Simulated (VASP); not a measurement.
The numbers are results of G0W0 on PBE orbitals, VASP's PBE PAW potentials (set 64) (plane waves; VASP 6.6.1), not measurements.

Input for VASP

### INCAR
```
SYSTEM = KCl
PREC = Normal
ENCUT = 500
ALGO = EVGW0
LREAL = .FALSE.
LASPH = .TRUE.
ISMEAR = 0
SIGMA = 0.01
GGA = PE
LWAVE = .FALSE.
LCHARG = .FALSE.
NELMGW = 1
NBANDS = 160
NOMEGA = 64
ENCUTGW = 200
NBANDSGW = 16
LSPECTRALGW = .TRUE.
```

File KPOINTS:
```
Automatic
0
G
 4 4 4
```

**POSCAR**
```
KCl
1.0
  0.0000000000   3.1450000000   3.1450000000
  3.1450000000   0.0000000000   3.1450000000
  3.1450000000   3.1450000000   0.0000000000
K Cl
1 1
direct
  0.0000000000   0.0000000000   0.0000000000
  0.5000000000   0.5000000000   0.5000000000
```

POTCAR, in this order: K_sv_GW Cl_GW (PBE.64 set). Program: vasp_std. Read from the step before: WAVECAR, WAVEDER.

Output

### OSZICAR
```
energies w=
    0.000    0.000    0.709    0.000    1.416    0.000    2.120    0.000
    2.819    0.000    3.513    0.000    4.199    0.000    4.878    0.000
    5.548    0.000    6.209    0.000    6.862    0.000    7.505    0.000
    8.139    0.000    8.765    0.000    9.383    0.000    9.993    0.000
   10.598    0.000   11.197    0.000   11.791    0.000   12.382    0.000
   12.971    0.000   13.558    0.000   14.146    0.000   14.735    0.000
   15.328    0.000   15.925    0.000   16.528    0.000   17.139    0.000
   17.760    0.000   18.392    0.000   19.039    0.000   19.701    0.000
   20.383    0.000   21.086    0.000   21.814    0.000   22.570    0.000
   23.359    0.000   24.185    0.000   25.053    0.000   25.969    0.000
   26.940    0.000   27.973    0.000   29.079    0.000   30.267    0.000
   31.552    0.000   32.948    0.000   34.475    0.000   36.155    0.000
   38.017    0.000   40.095    0.000   42.435    0.000   45.091    0.000
   48.139    0.000   51.674    0.000   55.828    0.000   60.781    0.000
   66.790    0.000   74.232    0.000   83.686    0.000   96.082    0.000
  113.029    0.000  137.557    0.000  176.140    0.000  245.535    0.000
NQ=   1    0.0000    0.0000    0.0000,
 performed        196000 updates of chi_q(r,r)
NQ=   2    0.2500    0.0000    0.0000,
 performed        576000 updates of chi_q(r,r)
NQ=   3    0.5000    0.0000    0.0000,
 performed        864000 updates of chi_q(r,r)
NQ=   4    0.2500    0.2500    0.0000,
 performed       1209000 updates of chi_q(r,r)
NQ=   5    0.5000    0.2500    0.0000,
 performed       1671000 updates of chi_q(r,r)
NQ=   6   -0.2500    0.2500    0.0000,
 performed       2082000 updates of chi_q(r,r)
NQ=   7    0.5000    0.5000    0.0000,
 performed       2350000 updates of chi_q(r,r)
NQ=   8   -0.2500    0.5000    0.2500,
 performed       2700000 updates of chi_q(r,r)
 resolving degeneracies of screened two electron integrals
```

OUTCAR:
```


 k-point   1 :       0.0000    0.0000    0.0000
  band No.  KS-energies  QP-energies   sigma(KS)   V_xc(KS)     V^pw_x(r,r')   Z            occupation Imag(sigma)

      1     -27.8209     -29.6922     -21.5116     -18.5123     -30.7372       0.6239       2.0000       0.5871
      2     -12.7536     -14.3943     -17.4024     -15.1911     -24.3591       0.7420       2.0000       1.2911
      3     -11.2816     -14.4649     -21.7596     -17.8350     -24.6921       0.8111       2.0000       0.0993
      4     -11.2816     -14.4649     -21.7596     -17.8350     -24.6921       0.8111       2.0000       0.0993
      5     -11.2816     -14.4649     -21.7596     -17.8350     -24.6921       0.8111       2.0000       0.0993
      6      -0.6329      -2.6519     -16.7360     -14.1930     -18.6387       0.7940       2.0000       0.0758
      7      -0.6329      -2.6519     -16.7360     -14.1930     -18.6387       0.7940       2.0000       0.0758
      8      -0.6329      -2.6519     -16.7360     -14.1930     -18.6387       0.7940       2.0000       0.0758
      9       4.5613       5.2800      -6.0391      -6.8720      -3.1643       0.8629       0.0000      -0.0569
     10       7.7327       9.4048      -6.8853      -8.8401      -3.8946       0.8554       0.0000      -0.0639
     11       7.7327       9.4048      -6.8853      -8.8401      -3.8946       0.8554       0.0000      -0.0639
     12       7.7327       9.4048      -6.8853      -8.8401      -3.8946       0.8554       0.0000      -0.0639
     13       8.5914      10.7408      -8.1549     -10.6816      -5.0658       0.8507       0.0000      -0.0628
     14       8.5914      10.7408      -8.1549     -10.6816      -5.0658       0.8507       0.0000      -0.0628
     15      12.3426      12.5442      -4.0395      -4.2865      -0.6810       0.8164       0.0000      -0.1750
     16      15.3690      18.4900     -10.0058     -13.8470      -6.0415       0.8125       0.0000      -0.1677

 k-point   2 :       0.2500    0.0000    0.0000
  band No.  KS-energies  QP-energies   sigma(KS)   V_xc(KS)     V^pw_x(r,r')   Z            occupation Imag(sigma)

      1     -27.8156     -29.6868     -21.5167     -18.5217     -30.7451       0.6248       2.0000       0.5817
      2     -12.8526     -14.6273     -17.6475     -15.2561     -24.2993       0.7421       2.0000       1.1958
      3     -11.2863     -14.4680     -21.7485     -17.8256     -24.6785       0.8111       2.0000       0.0971
      4     -11.2863     -14.4680     -21.7485     -17.8256     -24.6785       0.8111       2.0000       0.0971
      5     -11.1557     -14.1467     -21.5238     -17.7980     -24.7509       0.8028       2.0000       0.1712
      6      -1.2200      -3.3305     -15.7906     -13.1319     -17.6941       0.7938       2.0000       0.0812
      7      -0.8016      -2.8404     -16.5053     -13.9351     -18.4193       0.7932       2.0000       0.0775
      8      -0.8016      -2.8404     -16.5053     -13.9351     -18.4193       0.7932       2.0000       0.0775
      9       5.8158       6.6249      -6.6259      -7.5730      -3.7061       0.8544       0.0000      -0.0606
     10       7.5254       8.8962      -6.6972      -8.3073      -3.7267       0.8514       0.0000      -0.0662
     11       8.4790      10.2735      -7.1538      -9.2662      -4.0620       0.8495       0.0000      -0.0694
     12       8.4790      10.2735      -7.1538      -9.2662      -4.0620       0.8495       0.0000      -0.0694
     13       9.3784      11.5912      -8.4852     -11.1097      -5.2860       0.8431       0.0000      -0.0688
     14       9.3784      11.5912      -8.4852     -11.1097      -5.2860       0.8431       0.0000      -0.0688
     15      12.8633      15.1077      -8.1687     -10.8992      -4.5442       0.8220       0.0000      -0.1241
     16      13.6444      16.0352      -8.7309     -11.6556      -5.0030       0.8175       0.0000      -0.1273

 k-point   3 :       0.5000    0.0000    0.0000
  band No.  KS-energies  QP-energies   sigma(KS)   V_xc(KS)     V^pw_x(r,r')   Z            occupation Imag(sigma)

      1     -27.8102     -29.6824     -21.5219     -18.5312     -30.7529       0.6260       2.0000       0.5764
      2     -12.9392     -14.8235     -17.8139     -15.2915     -24.2482       0.7470       2.0000       1.1260
      3     -11.2909     -14.4695     -21.7377     -17.8164     -24.6650       0.8106       2.0000       0.0949
      4     -11.2909     -14.4695     -21.7377     -17.8164     -24.6650       0.8106       2.0000       0.0949
      5     -11.0414     -13.8862     -21.3703     -17.7933     -24.8029       0.7953       2.0000       0.2171
      6      -1.6875      -3.8827     -15.2719     -12.4993     -17.2329       0.7918       2.0000       0.0887
      7      -0.9589      -3.0163     -16.3117     -13.7129     -18.2416       0.7916       2.0000       0.0794
      8      -0.9589      -3.0163     -16.3117     -13.7129     -18.2416       0.7916       2.0000       0.0794
      9       6.9438       7.7331      -5.9675      -6.8899      -3.0696       0.8557       0.0000      -0.0638
     10       7.9755       9.3343      -7.6605      -9.2827      -4.5375       0.8377       0.0000      -0.0765
     11       9.8718      12.2333      -8.2908     -11.1159      -4.9299       0.8359       0.0000      -0.0847
     12       9.8718      12.2333      -8.2908     -11.1159      -4.9299       0.8359       0.0000      -0.0847
     13      10.6928      11.9694      -6.8842      -8.4001      -3.6690       0.8421       0.0000      -0.0801
     14      10.6928      11.9694      -6.8842      -8.4001      -3.6690       0.8421       0.0000      -0.0801
     15      11.3247      14.3882      -9.8873     -13.5905      -6.3186       0.8273       0.0000      -0.0912
     16      11.3247      14.3882      -9.8873     -13.5905      -6.3186       0.8273       0.0000      -0.0912

 k-point   4 :       0.2500    0.2500    0.0000
  band No.  KS-energies  QP-energies   sigma(KS)   V_xc(KS)     V^pw_x(r,r')   Z            occupation Imag(sigma)

      1     -27.8139     -29.6871     -21.5187     -18.5247     -30.7475       0.6256       2.0000       0.5817
      2     -12.8008     -14.5627     -17.6112     -15.2721     -24.3341       0.7532       2.0000       1.2178
      3     -11.3094     -14.4900     -21.7062     -17.7763     -24.6423       0.8093       2.0000       0.1028
      4     -11.3094     -14.4900     -21.7062     -17.7763     -24.6423       0.8093       2.0000       0.1028
      5     -11.2055     -14.2403     -21.5519     -17.7773     -24.7068       0.8040       2.0000       0.1526
      6      -1.2642      -3.3814     -15.8218     -13.1520     -17.7501       0.7930       2.0000       0.0825
      7      -0.7627      -2.8080     -16.5925     -14.0162     -18.5059       0.7939       2.0000       0.0768
      8      -0.7627      -2.8080     -16.5925     -14.0162     -18.5059       0.7939       2.0000       0.0768
      9       6.0168       6.9132      -6.6609      -7.7105      -3.6979       0.8540       0.0000      -0.0614
     10       6.6083       7.8935      -6.1579      -7.6522      -3.3011       0.8601       0.0000      -0.0600
     11       9.0246      11.3143      -8.4117     -11.1114      -5.2602       0.8481       0.0000      -0.0649
     12       9.2088      11.1546      -7.5594      -9.8682      -4.3593       0.8428       0.0000      -0.0760
     13       9.2088      11.1546      -7.5594      -9.8682      -4.3593       0.8428       0.0000      -0.0760
     14       9.8466      11.7272      -8.2470     -10.4930      -4.9773       0.8373       0.0000      -0.0788
     15      12.2954      14.5399      -8.6775     -11.3986      -5.0400       0.8249       0.0000      -0.1023
     16      13.2857      15.5011      -8.3333     -11.0283      -4.7083       0.8221       0.0000      -0.1265

 k-point   5 :       0.5000    0.2500    0.0000
  band No.  KS-energies  QP-energies   sigma(KS)   V_xc(KS)     V^pw_x(r,r')   Z            occupation Imag(sigma)

      1     -27.8087     -29.6865     -21.5242     -18.5339     -30.7551       0.6280       2.0000       0.5782
      2     -12.8107     -14.6279     -17.7237     -15.3292     -24.3358       0.7589       2.0000       1.1824
      3     -11.3458     -14.5219     -21.6186     -17.6872     -24.5627       0.8079       2.0000       0.1069
      4     -11.3144     -14.4935     -21.6948     -17.7661     -24.6286       0.8092       2.0000       0.1007
      5     -11.1883     -14.1668     -21.4322     -17.7162     -24.6929       0.8015       2.0000       0.1825
      6      -1.3927      -3.5510     -15.7323     -13.0151     -17.6795       0.7943       2.0000       0.0840
      7      -1.0319      -3.1162     -16.2432     -13.6117     -18.1758       0.7921       2.0000       0.0797
      8      -0.9081      -2.9730     -16.4230     -13.8207     -18.3521       0.7935       2.0000       0.0786
      9       6.7539       7.9226      -6.2695      -7.6343      -3.3975       0.8563       0.0000      -0.0617
     10       7.6473       8.7442      -7.0162      -8.3142      -3.9394       0.8451       0.0000      -0.0711
     11       9.4681      10.8819      -7.1324      -8.8097      -3.8993       0.8429       0.0000      -0.0780
     12       9.8085      11.7837      -7.9943     -10.3477      -4.6621       0.8393       0.0000      -0.0804
     13       9.9832      12.4204      -8.7830     -11.6846      -5.4883       0.8399       0.0000      -0.0736
     14      10.4323      12.9951      -8.5093     -11.5758      -5.1080       0.8357       0.0000      -0.0865
     15      11.0964      13.7237      -9.0072     -12.1704      -5.5245       0.8306       0.0000      -0.0914
     16      12.0152      13.5399      -7.4423      -9.2911      -3.9612       0.8247       0.0000      -0.1086

 k-point   6 :      -0.2500    0.2500    0.0000
  band No.  KS-energies  QP-energies   sigma(KS)   V_xc(KS)     V^pw_x(r,r')   Z            occupation Imag(sigma)

      1     -27.8103     -29.6822     -21.5221     -18.5310     -30.7527       0.6258       2.0000       0.5782
      2     -12.8612     -14.6872     -17.7454     -15.3063     -24.3010       0.7487       2.0000       1.1649
      3     -11.3449     -14.5270     -21.6333     -17.6967     -24.5737       0.8083       2.0000       0.1074
      4     -11.2912     -14.4683     -21.7369     -17.8153     -24.6646       0.8101       2.0000       0.0950
      5     -11.1164     -14.0465     -21.4506     -17.7880     -24.7657       0.8000       2.0000       0.1901
...
```
(Selected blocks of OUTCAR.)

The mesh is coarse and the basis finite, so the quasiparticle values are not converged.

The compound is KCl in the rock salt structure. The cell was not relaxed at this level. The k-mesh is coarse (spacing up to 0.43 per Å, 2π included), so the numbers may not be converged in it.
